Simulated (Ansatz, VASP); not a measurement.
# Cross-check of TaSi2As4 (TaSi2As4 monolayer) between VASP and Ansatz

One calculation is typed for both programs; each brings its own data sets. How far apart do they land? Of the first pair: The structure shown is the start of the Ansatz relaxation below; VASP solves that cell, so the two are compared at the walk's first step.

Program: Ansatz 0.2.0. Level of theory: plane waves, with VASP 6.6.1 beside it; single point at PBE with D3(BJ). Results are calculated unless marked as measured.

### Step 1. Set-up

The cell holds 7 atoms: 4 As, 2 Si and 1 Ta. Its edges and angles: a = 3.630 Å, b = 3.630 Å, c = 49.788 Å, α = 90.0°, β = 90.0°, γ = 120.0°. Vacuum lies along c.

### Step 2. Ansatz: relaxation, PBE with D3(BJ)

Ansatz runs on its PAW soft_1 files.

The two programs are compared at the cell with which this relaxation starts, whose forces are those of its first step.

Input file input.yaml:

```yaml
crystal:
  lattice:
    - [3.63, 0.0, 0.0]
    - [-1.815, 3.1436722157, 0.0]
    - [0.0, 0.0, 49.7884686575]
  atoms:
    - { symbol: As, position: [0.0, 0.0, 0.4057164348] }
    - { symbol: Si, position: [0.3333333333, 0.6666666667, 0.4210206037] }
    - { symbol: As, position: [0.3333333333, 0.6666666667, 0.4658100912] }
    - { symbol: Ta, position: [0.0, 0.0, 0.5], spin: 1.0 }
    - { symbol: As, position: [0.3333333333, 0.6666666667, 0.5341899088] }
    - { symbol: Si, position: [0.3333333333, 0.6666666667, 0.5789793963] }
    - { symbol: As, position: [0.0, 0.0, 0.5942835652] }
  periodic: [true, true, false]
magnetization:
  spin_polarized: true
kpoints:
  mp_grid: { grid: [12, 12, 1] }
hamiltonian:
  xc: pbe
  dispersion: d3bj
  pseudopotentials: { kind: paw, azcp: { folder: soft_1 } }
scf:
  occupations: { method: fermi_dirac, width: 0.05 }
  convergence: { dr2_threshold: 1.0e-09 }
relax:
  f_tol: 0.004
  max_steps: 90
  cell: {}
output:
  write_potential: true
  write_density: true
  volumetric_format: npy
```

Started as:

```console
ansatz run input.yaml --threads 4 --pin off --max-ram 6144MiB --backend cpu --events-out ev --progress --plain --runs-dir out
```

Numbers of over 12 decimals in the logs are rounded to 6 here.

The log of the run:

```text
Warning: relax.cell: scf.convergence.dr2_threshold = 1e-9 eV is looser than the 1.86213439517e-10 eV advised for a relaxation that steers and ends on the stress (1e-10 eV for each atom of the cell: 7, times the square of relax.cell.stress_2d_tol = 0.05 N/m over 19.4 Å (the atoms' height at the walk's start and 5 Å past either face), 2.579e-2 GPa, over a crystal's default 0.05). What an SCF threshold leaves in a stress goes as its square root, and in the free energy as the threshold itself, and one threshold admits the most on a small cell: [figures from the program's tests cut] Set scf.convergence.dr2_threshold to 1.86213439517e-10 eV or tighter. [rest of the remark cut]
Engine: ansatz 0.2.0, x86_64-unknown-linux-gnu
Pseudopotentials: kind: paw
Pseudopotential: As, paw, valence charge 15, recommended cutoff 420 eV (normal), soft_1/As.paw.azcp
Pseudopotential: Si, paw, valence charge 4, recommended cutoff 420 eV (normal), soft_1/Si.paw.azcp
Pseudopotential: Ta, paw, valence charge 13, recommended cutoff 420 eV (normal), soft_1/Ta.paw.azcp
Functional definition: PBE
  parameter kappa = 0.804
  parameter beta = 0.066725
  exchange = pbe_x(kappa = kappa, mu = beta*pi^2/3)
  correlation = pbe_c(beta = beta)
Crystal: 7 atoms, lattice volume = 568.163 Å³
Basis set: ecut = 420 eV, 10931 PW (Γ), exchange–correlation on 50×50×720 points (8 copies of the dense FFT grid, shifted against one another)
Bands: 50, of which v1, the nominal top of the filled ones, is band 41 counted from 1 (40 counted from 0)
Symmetry: 12 space group operations
Space group: P-6m2 (ITA 187), of the structure as read, at distance tolerance 8.3e-5 Å
Magnetic group: BNS 187.209 (UNI 1439), of the structure as read, at distance tolerance 8.3e-5 Å
k-points: 19 of 144 (time reversal used)
Non-local potential: As, projectors of the file, l = 0: 2, l = 1: 2, l = 2: 3, l = 3: 1
Non-local potential: Si, projectors of the file, l = 0: 2, l = 1: 2, l = 2: 1
Non-local potential: Ta, projectors of the file, l = 0: 3, l = 1: 2, l = 2: 2, l = 3: 1
PAW form: soft (Blöchl's): semilocal exchange-correlation on the pseudo side does not see the compensation charge
PAW one-centre angular grid: As, 590 points (default); XC on 64 Gauss nodes
PAW one-centre angular grid: Si, 110 points (default); XC on 64 Gauss nodes
PAW one-centre angular grid: Ta, 590 points (default); XC on 64 Gauss nodes
Initial density: superposition of atomic densities (neutral atoms: chi_scale 0, normalization atom)
Starting moments: Σ|m| = 1 μB on 1 of 7 sites
Initial wavefunctions: pseudopotential atomic-orbital guess
Functional: x = pbe(κ = 0.804, μ = 0.219515), c = pbe(β = 0.066725)
SCF iter   1: F=—  HF=-30631.969804 eV  |F-HF|=—  |Δ(HF+E_count)|=         —  Δρ=1.12e-2 (↑1.12e-2 ↓1.05e-2)  dr2=3.72e0  dr2_m=2.82e-2  M=0.643 μB ∫|m|=0.759 μB  β_m=0.30  ethr=3.10e-3  ⟨swp⟩=14.3  Hψ=11444  notcnv=0  defer=5
Mixer restart at iter 1: flushing history
preconditioner: auto → LDOS  [metal: Δε(μ)=0.055 eV  Ē_g=8.758 eV  σ=0.050 eV  W_gap=0.25  n_scr=30 (ndim 8)  ℏωp=8.9 eV  f_vac=0.729  D(μ)=2.07/eV (n_scr^D=12)]
spin=Collinear: LDOS preconditioning applied to the charge; magnetization (m = ρ↑ − ρ↓) channel mixes plain (no charge-response kernel on spin).
SCF iter   2: F=—  HF=-30631.432073 eV  |F-HF|=—  |Δ(HF+E_count)|=   5.38e-1  Δρ=7.62e-3 (↑7.62e-3 ↓7.11e-3)  dr2=1.35e0  dr2_m=1.58e-2  M=0.636 μB ∫|m|=0.734 μB  β_m=0.55  ethr=3.10e-3  ⟨swp⟩=3.4  Hψ=2977  notcnv=0  defer=97
SCF iter   3: F=—  HF=-30631.164707 eV  |F-HF|=—  |Δ(HF+E_count)|=   2.67e-1  Δρ=1.61e-3 (↑1.61e-3 ↓1.42e-3)  dr2=3.11e-2  dr2_m=2.53e-3  M=0.575 μB ∫|m|=0.636 μB  β_m=0.60  ethr=1.67e-3  ⟨swp⟩=3.6  Hψ=3221  notcnv=0  defer=97
SCF iter   4: F=—  HF=-30631.176334 eV  |F-HF|=—  |Δ(HF+E_count)|=         —  Δρ=1.15e-3 (↑1.15e-3 ↓1.02e-3)  dr2=3.20e-3  dr2_m=5.43e-3  M=0.420 μB ∫|m|=0.460 μB  β_m=0.60  ethr=3.84e-5  ⟨swp⟩=4.3  Hψ=5172  notcnv=0  defer=96
SCF iter   5: F=—  HF=-30631.179305 eV  |F-HF|=—  |Δ(HF+E_count)|=   2.97e-3  Δρ=7.09e-4 (↑7.08e-4 ↓7.09e-4)  dr2=2.77e-4  dr2_m=2.51e-3  M=0.360 μB ∫|m|=0.389 μB  β_m=0.80  ethr=3.95e-6  ⟨swp⟩=3.1  Hψ=3440  notcnv=0  defer=96
SCF iter   6: F=—  HF=-30631.182779 eV  |F-HF|=—  |Δ(HF+E_count)|=   3.47e-3  Δρ=4.16e-4 (↑4.08e-4 ↓4.16e-4)  dr2=9.53e-4  dr2_m=8.22e-4  M=0.249 μB ∫|m|=0.265 μB  β_m=0.81  ethr=3.42e-7  ⟨swp⟩=4.1  Hψ=4586  notcnv=0  defer=96
[...]
eigensolver tolerance schedule: the retry pair's looser diagonalisation over-reported the residual by 62028.75 of it (diagonalisation noise at an unbounded share of the residual, at the tolerance the schedule requests for it); recorded, not acted on — ethr = c·dr2/N_el stays at c = 1.0e-1
spin=Collinear: LDOS preconditioning applied to the charge; magnetization (m = ρ↑ − ρ↓) channel mixes plain (no charge-response kernel on spin).
SCF iter   2: F=—  HF=-30632.787309 eV  |F-HF|=—  |Δ(HF+E_count)|=   1.16e-4  Δρ=1.45e-6 (↑1.45e-6 ↓1.45e-6)  dr2=1.26e-8  dr2_m=9.40e-12  M=-0.000 μB ∫|m|=0.000 μB  β_m=0.37  ethr=2.66e-11  ⟨swp⟩=6.5  Hψ=7940  notcnv=0
SCF iter   3: F=—  HF=-30632.787307 eV  |F-HF|=—  |Δ(HF+E_count)|=   2.02e-6  Δρ=1.33e-6 (↑1.33e-6 ↓1.33e-6)  dr2=3.74e-9  dr2_m=7.40e-12  M=-0.000 μB ∫|m|=0.000 μB  β_m=0.69  ethr=1.55e-11  ⟨swp⟩=2.2  Hψ=2359  notcnv=0
iter 4 met the thresholds in force, and the SCF goes on: an eigenvalue changes by 0.27 meV, over its tolerance of 0.06 meV (output.eigenvalues, Limitations)
SCF iter   4: F=-30632.787336 eV  HF=-30632.787333 eV  |F-HF|=2.97e-6  |Δ(HF+E_count)|=   2.57e-5  Δρ=3.57e-7 (↑3.57e-7 ↓3.54e-7)  dr2=9.47e-10  dr2_m=2.49e-12  M=-0.000 μB ∫|m|=0.000 μB  β_m=0.62  ethr=1.23e-12  ⟨swp⟩=17.1  Hψ=18615  notcnv=0
iter 5 met the thresholds in force, and the SCF goes on: an eigenvalue changes by 0.12 meV, over its tolerance of 0.05 meV (output.eigenvalues, Limitations)
SCF iter   5: F=-30632.787336 eV  HF=-30632.787335 eV  |F-HF|=7.82e-7  |Δ(HF+E_count)|=   2.18e-6  Δρ=1.88e-7 (↑1.88e-7 ↓1.84e-7)  dr2=3.77e-10  dr2_m=1.75e-12  M=-0.000 μB ∫|m|=0.000 μB  β_m=1.00  ethr=1.17e-12  ⟨swp⟩=9.3  Hψ=11970  notcnv=0
Mixer restart at iter 5: flushing history
SCF iter   6: F=-30632.787336 eV  HF=-30632.787336 eV  |F-HF|=1.40e-9  |Δ(HF+E_count)|=   7.83e-7  Δρ=1.07e-7 (↑1.07e-7 ↓1.01e-7)  dr2=1.21e-9  dr2_m=8.10e-13  M=-0.000 μB ∫|m|=0.000 μB  β_m=1.00  ethr=1.00e-12  ⟨swp⟩=2.8  Hψ=2813  notcnv=0  κ⁻¹=1.0e0(r=1)
SCF iter   7: F=-30632.787336 eV  HF=-30632.787336 eV  |F-HF|=3.49e-10  |Δ(HF+E_count)|=  4.66e-10  Δρ=6.26e-8 (↑5.50e-8 ↓6.26e-8)  dr2=5.02e-10  dr2_m=6.45e-13  M=-0.000 μB ∫|m|=0.000 μB  ethr=1.00e-12  ⟨swp⟩=9.7  Hψ=12073  notcnv=0
the starting moments were not kept: the SCF closed with an absolute magnetisation of 8.8e-6 μB, where they sum to 1 μB in size (1 site). That is at most 0.1 of that sum. Measured as dr2_m measures the in/out step, that magnetisation stands 8.7e-12 eV from none, at or under the dr2_threshold of 1.0e-9 eV: it is no larger than a step whose dr2_m would equal this threshold.
SCF 7 converged in 7 iterations: F = -30632.787336 eV  dr2 = 5.02e-10
relax step   7: F+E_penalty+E_count = -30632.78733590 eV  Δ(F+E_penalty+E_count) = -3.842e-5 eV  max|allowed force component| = 9.816e-4 eV/Å  Δτ_max = 0.0000 Å  P = +0.005 N/m  Ω = 569.424 Å³  fix = [c, alpha, beta]  reactions: c +0.000 N/m  stress off target by 4.70e-3 N/m on what of the cell is left free  SCF on the basis re-selected at this cell (its energy is not comparable with the rows above)  (7 SCF iters)
basis re-selected at this cell: Δ(F+E_penalty+E_count) = -3.842e-5 eV, ΔP = +0.001 N/m vs the last step (what re-selecting the basis moved, of the pressure what is left beyond the Pulay correction that the steps carried, after the strain that the cell walked since its last selection, with what the two solves' SCF thresholds leave and, on support functions, any second-order correction that the steps lacked; it is no m [...]
SCF converged after 7 iterations
an eigenvalue changed by more than its tolerance at an iteration that met the thresholds in force, so the SCF went on 2 times, its first undamped step at iteration 5: the last check found none over its tolerance
Magnetization: -0.0000 μB (40.5000 up, 40.5000 down)
Absolute magnetization: 0.0000 μB (∫|ρ↑−ρ↓|, with the PAW one-centre terms)
Spin contamination: 0.0000 ħ² per cell (⟨S²⟩ above its minimum at these occupations)
Per-site moments (μB) at R_I (Å): [(-4.390730009187905e-8, 0.977022), (-1.3402997493465575e-7, 0.967043), (1.4457999231649453e-7, 0.967043), (-3.8967084455845225e-6, 1.072468), (1.4457999229894684e-7, 0.967043), (-1.34029974942667e-7, 0.967043), (-4.390730029036452e-8, 0.977022)]
Free energy (F): -30632.787336 eV
Harris-Foulkes:  -30632.787336 eV  (|F-HF|=3.49e-10)
Internal energy: -30632.766301 eV  (E = F + TS)
E sigma→0 (E₀):  -30632.776819 eV
Entropy (-TS):   -0.021035 eV (-3.005 meV/atom)
Fermi energy:    -4.899151 eV
--- Per-component energies (eV) ---
  E_band       = -2311.537658
  E_kinetic    = 866.212138
  E_local      = -450876.667351  (includes V_loc(G=0)·N_el)
  E_nonlocal   = -1538.323874
  E_hartree    = 225209.144497
  E_xc         = -716.349345
  E_vxc        = -624.901962  (∫ρ·V_xc dr)
  E_paw        = -17381.851446  (= ΣΔE_a)
  E_vpaw       = -556.138920  (= ΣTr[D̂ρ^β])
  E_aug_tail   = 0.000151  (compensation charges beyond the density's cutoff)
  E_ewald      = 213807.534650
  E_disp       = -2.465721  (pairwise vdW)
  E_smearing   = -0.021035  (= −TS)
  E_closure    = -0.000000  (closes the sum)
  Σ components = -30632.787336   (vs F -30632.787336, Δ=0.00e0)
--- Forces (eV/Å), atoms counted from 1 ---
  atom   1  As     0.00000000    -0.00000000     0.00006285
  atom   2  Si     0.00000000    -0.00000000     0.00010854
  atom   3  As    -0.00000000    -0.00000000    -0.00098159
  atom   4  Ta     0.00000000    -0.00000000     0.00000000
  atom   5  As    -0.00000000    -0.00000000     0.00098159
  atom   6  Si    -0.00000000     0.00000000    -0.00010854
  atom   7  As     0.00000000    -0.00000000    -0.00006285
  max |Σ_I F_I| component: 4.22e-17 eV/Å
--- 2D stress c σ (N/m, compression-positive) ---
        0.004702       0.000000       0.000000
        0.000000       0.004702       0.000000
        0.000000       0.000000       0.000000
  P = ½ c Tr σ = 0.0047 N/m
--- Band table (eV; the first three rows and the last of 38) ---
  k-point 0 ↑: bands = [... 37 lower, -5.5995, -5.1740, -5.1740, -4.5815, -2.5945, -2.5033, -1.9837, -1.9837, ... 5 higher]
  k-point 1 ↑: bands = [... 37 lower, -5.7762, -5.3452, -5.3165, -4.5529, -2.3467, -2.3355, -1.7870, -1.7685, ... 5 higher]
  k-point 2 ↑: bands = [... 37 lower, -6.0812, -5.7364, -5.6539, -4.6888, -2.7749, -2.6963, -1.8442, -1.6963, ... 5 higher]
  k-point 18 ↓: bands = [... 37 lower, -7.5100, -6.5577, -5.7381, -4.1718, -3.3558, -3.2191, -2.9329, -2.2021, ... 5 higher]
  the weakly bound empty levels are not read free of the cell's end (no_gap_told)
--- Relaxed structure (6 steps of the walk, 6 accepted, 1 SCFs on fresh bases) ---
  F+E_penalty+E_count = -30632.78733590 eV   max|allowed force component| = 9.816e-4 eV/Å   (the final SCF, on the basis selected at the relaxed cell)
  cell:  # Å, volume = 569.4241 Å³
    - [3.634028, 0.0, 0.0]
    - [-1.817014, 3.147160, 0.0]
    - [0.0, 0.0, 49.7884686575]
  atoms:
    - { symbol: As, position: [1.0573552618554987e-17, -5.135725556199064e-17, 0.400000] }
    - { symbol: Si, position: [0.333333, 0.666667, 0.422075] }
    - { symbol: As, position: [0.333333, 0.666667, 0.469161] }
    - { symbol: Ta, position: [1.0573552618554987e-17, -5.135725556199064e-17, 0.5] }
    - { symbol: As, position: [0.333333, 0.666667, 0.530839] }
    - { symbol: Si, position: [0.333333, 0.666667, 0.577925] }
    - { symbol: As, position: [1.0573552618554987e-17, -5.135725556199064e-17, 0.600000] }
```

(Continued in part 2 of 2.)

[Lines on the potential files, build, host, timing and source positions are cut from VASP's logs without a mark.]

[Logs are printed without paths, hosts, clocks, repeated set-up lines and the standing remarks that a program may print on its own settings, such as how far it seeks lower states.]

[Hosts, paths, dates, database ids (printed as entryN), source tags and the programs' standing remarks are cut or masked in the printed files.]
